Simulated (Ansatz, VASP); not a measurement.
## AlN: VASP beside Ansatz

Wanted: the spread between two codes on one cell, functional and k mesh. The cell is taken from a series of runs on this material, whose earlier steps may have relaxed or scaled it; both programs get it as it stands.

Method: plane waves, with VASP 6.6.1 beside it; single point at LDA and single point at r2SCAN, in Ansatz 0.2.0.

### Step 1. The starting structure

It takes space group P6_3mc (No. 186, hexagonal). Conventional cell: a = 3.111 Å, b = 3.111 Å, c = 4.978 Å, α = 90.00°, β = 90.00°, γ = 120.00°. Nearest to Al lie 4 N at 1.89 to 1.92 Å. N has 4 Al at 1.89 to 1.92 Å nearest. Farther neighbours and most contacts between anions are not listed.

### Step 2. Ansatz: single point, LDA

Ansatz runs on its default PAW (the set named soft_2) files.

A single point gives forces, pressure and levels at one fixed geometry, so differences don't come from the geometry; what else differs is listed under the comparison.

File input.yaml:

```yaml
crystal:
  lattice:
    - [3.111, 0.0, 0.0]
    - [-1.5555, 2.6942050312, 0.0]
    - [0.0, 0.0, 4.978]
  atoms:
    - { symbol: Al, position: [0.6666666667, 0.3333333333, 0.5] }
    - { symbol: Al, position: [0.3333333333, 0.6666666667, 0.0] }
    - { symbol: "N", position: [0.6666666667, 0.3333333333, 0.885] }
    - { symbol: "N", position: [0.3333333333, 0.6666666667, 0.385] }
hamiltonian:
  xc: lda
  pseudopotentials: { kind: paw }
kpoints:
  mp_grid: { grid: [4, 4, 3] }
scf:
  occupations: { method: gaussian, width: 0.01 }
  n_extra_bands: 5
output:
  forces: true
  stress: true
  eigenvalues: true
```

Run with:

```bash
> ansatz run input.yaml --threads 2 --pin off --max-ram 4608MiB --backend cpu --events-out ev --progress --plain --runs-dir out
```

Numbers of over 12 decimals in the logs are rounded to 6 here.

Output:

```text
scf.n_extra_bands = 5 over 8 filled bands (N_el = 16.0): the run solves 13 bands
Engine: ansatz 0.2.0, aarch64-unknown-linux-gnu
Pseudopotentials: kind: paw
Pseudopotential: Al, paw, valence charge 3, recommended cutoff 420 eV (normal), Al.paw.azcp
Pseudopotential: N, paw, valence charge 5, recommended cutoff 420 eV (normal), N.paw.azcp
Functional definition: SPW92
  exchange = slater_x
  correlation = pw_c
Crystal: 4 atoms, lattice volume = 41.724 Å³
Basis set: ecut = 420 eV, 809 PW (Γ)
Bands: 13, of which v1, the nominal top of the filled ones, is band 8 counted from 1 (7 counted from 0)
Symmetry: 12 space group operations
Space group: P63mc (ITA 186), of the structure as read, at distance tolerance 3.5e-5 Å
k-points: 8 of 48 (time reversal used)
Non-local potential: Al, projectors of the file, l = 0: 2, l = 1: 2, l = 2: 1
Non-local potential: N, projectors of the file, l = 0: 2, l = 1: 2, l = 2: 1
PAW form: soft (Blöchl's): semilocal exchange-correlation on the pseudo side does not see the compensation charge
PAW frozen core: Al, regenerated for the run's functional, and the local potential with it (the file was generated under x = pbe(κ = 0.804, μ = 0.219515), c = pbe(β = 0.066725))
PAW frozen core: N, regenerated for the run's functional, and the local potential with it (the file was generated under x = pbe(κ = 0.804, μ = 0.219515), c = pbe(β = 0.066725))
PAW one-centre angular grid: Al, 110 points (default); XC on 64 Gauss nodes
PAW one-centre angular grid: N, 110 points (default); XC on 64 Gauss nodes
Initial density: superposition of atomic densities (neutral atoms: chi_scale 0, normalization atom), corrected by the library's trained network
Initial wavefunctions: pseudopotential atomic-orbital guess
Functional: x = slater, c = lda
SCF iter   1: F=—  HF=-1779.675880 eV  |F-HF|=—  |Δ(HF+E_count)|=         —  Δρ=8.47e-3  dr2=3.40e-2  ethr=1.77e-3  ⟨swp⟩=6.4  Hψ=678  notcnv=0
preconditioner: auto → none  [insulator: Δε(μ)=4.102 eV  Ē_g=13.571 eV  σ=0.010 eV  W_gap=1.00  n_scr=2 (ndim 8)  ℏωp=23.0 eV  f_vac=0.000  D(μ)=0.00/eV (n_scr^D=0)  ε∞_Penn≈3.9]
SCF iter   2: F=—  HF=-1779.665972 eV  |F-HF|=—  |Δ(HF+E_count)|=   9.91e-3  Δρ=2.44e-3  dr2=1.73e-3  ethr=2.13e-4  ⟨swp⟩=2.5  Hψ=218  notcnv=0  defer=6
SCF iter   3: F=—  HF=-1779.665363 eV  |F-HF|=—  |Δ(HF+E_count)|=   6.08e-4  Δρ=7.00e-4  dr2=8.74e-5  ethr=1.08e-5  ⟨swp⟩=2.9  Hψ=172  notcnv=0  defer=8
SCF iter   4: F=—  HF=-1779.665321 eV  |F-HF|=—  |Δ(HF+E_count)|=   4.25e-5  Δρ=2.64e-5  dr2=2.02e-7  ethr=5.46e-7  ⟨swp⟩=2.0  Hψ=154  notcnv=0  defer=8
iter 5 did not close the SCF: its close was put off for the readings that it lacked (scf_convergence_deferred on its scf_iter line)
SCF iter   5: F=-1779.665321 eV  HF=-1779.665321 eV  |F-HF|=3.51e-9  |Δ(HF+E_count)|=   2.86e-8  Δρ=4.28e-6  dr2=4.81e-9  ethr=1.26e-9  ⟨swp⟩=2.0  Hψ=151  notcnv=0  defer=8
SCF iter   6: F=-1779.665321 eV  HF=-1779.665321 eV  |F-HF|=1.05e-11  |Δ(HF+E_count)|=  9.82e-10  Δρ=2.93e-7  dr2=2.28e-11  ethr=3.01e-11  ⟨swp⟩=5.5  Hψ=438  notcnv=0
SCF 1 converged in 6 iterations: F = -1779.665321 eV  dr2 = 2.28e-11
  greatest PAW one-centre occupation: 0.780 electrons in one spin orbital (limit 2), on the N atom at site 3 (counted from 0), in its partial waves of l = 0
SCF converged after 6 iterations
Free energy (F): -1779.665321 eV
Harris-Foulkes:  -1779.665321 eV  (|F-HF|=1.05e-11)
Internal energy: -1779.665321 eV  (E = F + TS)
E sigma→0 (E₀):  -1779.665321 eV
Fermi energy:    9.022339 eV
--- Per-component energies (eV) ---
  E_band       = 26.717138
  E_kinetic    = 317.823045
  E_local      = -449.390042  (includes V_loc(G=0)·N_el)
  E_nonlocal   = 114.756918
  E_hartree    = 153.922867
  E_xc         = -201.109026
  E_vxc        = -215.080932  (∫ρ·V_xc dr)
  E_paw        = -1123.905825  (= ΣΔE_a)
  E_vpaw       = -49.237701  (= ΣTr[D̂ρ^β])
  E_aug_tail   = 0.000181  (compensation charges beyond the density's cutoff)
  E_ewald      = -592.034960
  E_core_change = 0.271521  (= ΣΔE_core)
  E_smearing   = -0.000000  (= −TS)
  E_closure    = 0.000000  (closes the sum)
  Σ components = -1779.665321   (vs F -1779.665321, Δ=0.00e0)
--- Forces (eV/Å), atoms counted from 1 ---
  atom   1  Al    -0.00000000     0.00000000     0.16716787
  atom   2  Al     0.00000000    -0.00000000     0.16716787
  atom   3  N      0.00000000    -0.00000000    -0.16716709
  atom   4  N     -0.00000000     0.00000000    -0.16716709
  max |Σ_I F_I| component: 1.56e-6 eV/Å
--- Stress (GPa, compression-positive) ---
       -3.760500       0.000000       0.000000
        0.000000      -3.760500      -0.000000
        0.000000       0.000000      -5.606693
  P = ⅓ Tr σ = -4.3759 GPa (-43.759 kbar)
--- Band table (eV; the first three rows and the last of 8) ---
  k-point 0: bands = [... 4 lower, 5.9876, 6.6436, 6.6436, 6.9354, 11.1092, 13.4330, 17.4007, 17.8231, ... 1 higher]
  k-point 1: bands = [... 4 lower, 6.1443, 6.1443, 6.4719, 6.4719, 12.5388, 13.5971, 16.9115, 17.8344, ... 1 higher]
  k-point 2: bands = [... 4 lower, 4.4005, 5.2768, 6.4419, 6.4842, 13.0156, 14.3426, 14.8740, 16.7547, ... 1 higher]
  k-point 7: bands = [... 4 lower, 3.6062, 4.3096, 5.1645, 6.1410, 13.1655, 13.7636, 15.4590, 16.1131, ... 1 higher]
```

The run ends at a pressure of -4.38 GPa, with forces up to 0.17 eV/Å.

### Step 3. VASP: single point, LDA

The same cell, functional (in two slightly different forms), mesh and smearing now go to VASP, with its own data sets and cutoff.

Lines of VASP's logs that name or quote its potential files are left out, and so is its time.

File INCAR:

```
SYSTEM = AlN
PREC = Accurate
ENCUT = 1210
EDIFF = 1E-06
NELM = 100
ISMEAR = 0
SIGMA = 0.01
LREAL = .FALSE.
ALGO = Normal
GGA = CA
NBANDS = 14
LORBIT = 11
LWAVE = .FALSE.
LCHARG = .FALSE.
KPAR = 2
ISIF = 2
```

File POSCAR:

```
AlN
1.0
    3.1110000000      0.0000000000      0.0000000000
   -1.5555000000      2.6942050312      0.0000000000
    0.0000000000      0.0000000000      4.9780000000
Al N
2 2
Direct
    0.6666666667      0.3333333333      0.5000000000
    0.3333333333      0.6666666667      0.0000000000
    0.6666666667      0.3333333333      0.8850000000
    0.3333333333      0.6666666667      0.3850000000
```

File KPOINTS:

```
Automatic mesh
0
Gamma
4 4 3
0 0 0
```

The projector-augmented-wave data sets are Al and N_h (LDA family, release 64).

Run with:

```bash
> mpirun -np 2 vasp_std
```

Output:

```text
[banner, memory and clock lines left out]
running    2 mpi-ranks, on    1 nodes
 distrk:  each k-point on    1 cores,    2 groups
 distr:  one band on    1 cores,    1 groups

 POSCAR found type information on POSCAR AlN
 POSCAR found :  2 types and       4 ions
 LDA part: xc-table for (Slater(with rela. corr.)+CA(PZ))
 , standard interpolation
 POSCAR, INCAR and KPOINTS ok, starting setup
 FFT: planning ... GRIDC
 FFT: planning ... GRID_SOFT
 FFT: planning ... GRID
 WAVECAR not read
 entering main loop
       N       E                     dE             d eps       ncg     rms          rms(c)
DAV:   1     0.984585107935E+02    0.98459E+02   -0.12310E+04   224   0.201E+03
DAV:   2    -0.242360627792E+02   -0.12269E+03   -0.10391E+03   310   0.266E+02
DAV:   3    -0.375802833506E+02   -0.13344E+02   -0.13187E+02   314   0.879E+01
DAV:   4    -0.378069721163E+02   -0.22669E+00   -0.22664E+00   266   0.124E+01
DAV:   5    -0.378099386668E+02   -0.29666E-02   -0.29662E-02   302   0.142E+00    0.123E+01
DAV:   6    -0.329026768932E+02    0.49073E+01   -0.13614E+01   266   0.267E+01    0.425E+00
DAV:   7    -0.328606880815E+02    0.41989E-01   -0.72396E-01   236   0.651E+00    0.208E+00
DAV:   8    -0.328101743595E+02    0.50514E-01   -0.36089E-02   284   0.205E+00    0.655E-01
DAV:   9    -0.328035133548E+02    0.66610E-02   -0.52701E-03   248   0.772E-01    0.132E-01
DAV:  10    -0.328036575905E+02   -0.14424E-03   -0.93352E-04   302   0.225E-01    0.671E-02
DAV:  11    -0.328035890067E+02    0.68584E-04   -0.23946E-04   290   0.122E-01    0.820E-03
DAV:  12    -0.328035900885E+02   -0.10818E-05   -0.10827E-05   296   0.284E-02    0.486E-03
DAV:  13    -0.328035901054E+02   -0.16843E-07   -0.13873E-07   214   0.303E-03
   1 F= -.32803590E+02 E0= -.32803590E+02  d E =-.683493E-12
```

OUTCAR, selected parts (step 3):

```text
ion  position               nearest neighbor table
   1  0.667  0.333  0.500-   4 1.89   4 1.89   4 1.89   3 1.92   2 3.07   2 3.07   2 3.07   2 3.07
                             2 3.07   2 3.07
   2  0.333  0.667  0.000-   3 1.89   3 1.89   3 1.89   4 1.92   1 3.07   1 3.07   1 3.07   1 3.07
                             1 3.07   1 3.07
   3  0.667  0.333  0.885-   2 1.89   2 1.89   2 1.89   1 1.92
   4  0.333  0.667  0.385-   1 1.89   1 1.89   1 1.89   2 1.92

  LATTYP: Found a hexagonal cell.
 ALAT       =     3.1110000000
 C/A-ratio  =     1.6001285760

 Subroutine GETGRP returns: Found 12 space group operations
 (whereof  6 operations were pure point group operations)

The static configuration has the point symmetry C_3v.
 The point group associated with its full space group is C_6v.

 Found      8 irreducible k-points:

   k-points           NKPTS =      8   k-points in BZ     NKDIM =      8   number of bands    NBANDS=     14

   dimension x,y,z NGX =    36 NGY =   36 NGZ =   56
   dimension x,y,z NGXF=    72 NGYF=   72 NGZF=  112

   ENCUT  = 1210.0 eV  88.93 Ry    9.43 a.u.   8.82  8.82 14.12*2*pi/ulx,y,z

   NELECT =      16.0000    total number of electrons

 k-points in reciprocal lattice and weights: Automatic mesh
   0.00000000  0.00000000  0.00000000       0.021
   0.25000000  0.00000000  0.00000000       0.125
   0.50000000  0.00000000  0.00000000       0.062
   0.25000000  0.25000000  0.00000000       0.125
   0.00000000  0.00000000  0.33333333       0.042
   0.25000000  0.00000000  0.33333333       0.250
   0.50000000  0.00000000  0.33333333       0.125
   0.25000000  0.25000000  0.33333333       0.250

 average (electrostatic) potential at core
       1 -69.6038       2 -69.6038       3 -94.2669       4 -94.2669

 E-fermi :   6.3489

 k-point     1 :       0.0000    0.0000    0.0000
  band No.  band energies     occupation
    ...
      4       5.3559      2.00000
      5       5.3559      2.00000
      6       6.0140      2.00000
      7       6.0140      2.00000
      8       6.3053      2.00000
      9      10.4883      0.00000
     10      12.7996      0.00000
     11      16.7700      0.00000
     12      17.1818      0.00000
     13      17.1818      0.00000
    ...

 k-point     2 :       0.2500    0.0000    0.0000
  band No.  band energies     occupation
    ...
      4       2.7488      2.00000
      5       3.7687      2.00000
      6       4.6424      2.00000
      7       5.8113      2.00000
      8       5.8523      2.00000
      9      12.3826      0.00000
     10      13.7087      0.00000
     11      14.2416      0.00000
     12      16.1216      0.00000
     13      17.6556      0.00000
    ...

 k-point     3 :       0.5000    0.0000    0.0000
  band No.  band energies     occupation
    ...
      4       2.0340      2.00000
      5       2.8882      2.00000
      6       4.1197      2.00000
      7       4.4741      2.00000
      8       5.5345      2.00000
      9      11.9078      0.00000
     10      11.9571      0.00000
     11      14.3250      0.00000
     12      16.3814      0.00000
     13      16.9997      0.00000
    ...

  Total       -0.8536335     -0.8536335     -1.3518130      0.0000000      0.0000000     -0.0000000
  in kB      -32.7790610    -32.7790610    -51.9088780      0.0000000      0.0000000     -0.0000000
  external PRESSURE =     -39.1556667 kB  Pullay stress =       0.0000000 kB

  energy-cutoff  :     1210.00
  volume of cell :       41.72
      direct lattice vectors                 reciprocal lattice vectors
     3.111000000  0.000000000  0.000000000     0.321440051  0.185583500  0.000000000
    -1.555500000  2.694205031  0.000000000     0.000000000  0.371167000  0.000000000
     0.000000000  0.000000000  4.978000000     0.000000000  0.000000000  0.200883889

 POSITION                                       TOTAL-FORCE (eV/Angst)
 -----------------------------------------------------------------------------------
      1.55550      0.89807      2.48900         0.000000      0.000000      0.170757
     -0.00000      1.79614      0.00000         0.000000     -0.000000      0.170757
      1.55550      0.89807      4.40553         0.000000     -0.000000     -0.170757
     -0.00000      1.79614      1.91653        -0.000000      0.000000     -0.170757
 -----------------------------------------------------------------------------------
    total drift:                               -0.000000      0.000000      0.000489

  FREE ENERGIE OF THE ION-ELECTRON SYSTEM (eV)
  ---------------------------------------------------
  free  energy   TOTEN  =       -32.8035901054 eV

  energy  without entropy=      -32.8035901054  energy(sigma->0) =      -32.80359011

 total charge
# of ion       s       p       d       tot
------------------------------------------
    1        0.374   0.451   0.000   0.825
    2        0.374   0.451   0.000   0.825
    3        0.691   1.570   0.000   2.261
    4        0.691   1.570   0.000   2.261
--------------------------------------------------
tot          2.129   4.042   0.000   6.172

[... 3 further parts left out ...]
```

The run ends at a pressure of -3.92 GPa, with forces up to 0.17 eV/Å.

### Step 4. Comparison

Known differences besides the PAW data sets themselves: the two LDA forms differ slightly; the cutoff is 420 eV in Ansatz and 1210 eV in VASP; Ansatz makes its cores anew for this functional, VASP keeps those of its LDA data sets. Total energies have different zeros and are not compared.

Compared:

| quantity | Ansatz | VASP | difference |
| --- | --- | --- | --- |
| pressure (GPa) | -4.38 | -3.92 | -0.46 |
| gap on the k mesh (eV) | 4.174 | 4.183 | -0.009 |

Forces (eV/Å; atoms numbered as in POSCAR):

| atom | Ansatz x, y, z | VASP x, y, z |
| --- | --- | --- |
| Al1 | 0.000, 0.000, 0.167 | 0.000, 0.000, 0.171 |
| Al2 | 0.000, 0.000, 0.167 | 0.000, 0.000, 0.171 |
| N3 | 0.000, 0.000, -0.167 | 0.000, 0.000, -0.171 |
| N4 | 0.000, 0.000, -0.167 | 0.000, 0.000, -0.171 |

The forces differ by 2.1 meV/Å r.m.s., which is 2.1 % of the r.m.s. force of 0.10 eV/Å (both taken over all components). Ansatz's pressure holds a Pulay correction of 0.69 GPa; VASP's holds none.

(Continued in part 2 of 2.)

[Lines on the potential files, build, host, timing and source positions are cut from VASP's logs without a mark.]

[Logs are printed without paths, hosts, clocks, repeated set-up lines and the standing remarks that a program may print on its own settings, such as how far it seeks lower states.]

[Hosts, paths, dates, database ids (printed as entryN), source tags and the programs' standing remarks are cut or masked in the printed files.]
